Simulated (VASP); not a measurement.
Energy against volume of BN (zinc blende). These are PBE GGA with D3 dispersion (Becke-Johnson damping), VASP's PBE PAW potentials (set 64) (plane waves; VASP) values and carry that method's errors.

```tsv
V (Å³/atom)	E (eV/atom)
5.516	-8.90587
5.692	-8.92736
5.868	-8.93430
6.044	-8.92858
6.220	-8.91187
```

Problem. Fit a third-order Birch-Murnaghan equation of state.

Solution. 
The volume per atom comes out as 5.87 Å^3/atom and the bulk modulus is 382 GPa. The pressure derivative of the bulk modulus is 3.66 and the lattice constant a is 3.608 Å.

Measured: bulk modulus 410 GPa at 0 K (computed value off by -6.9 %), as given by Daniel Mejia-Rodriguez et al., Physical Review B (2018), arXiv:1807.09216 [0 K value with the zero-point phonon effect removed]; a 3.593 Å at 0 K (computed value off by +0.4 %), as given by Tamar Goldzak et al., The Journal of Chemical Physics (2022), arXiv:2208.04865 [corrected for zero-point motion].

The compound is BN in the zinc blende structure. It was relaxed first.
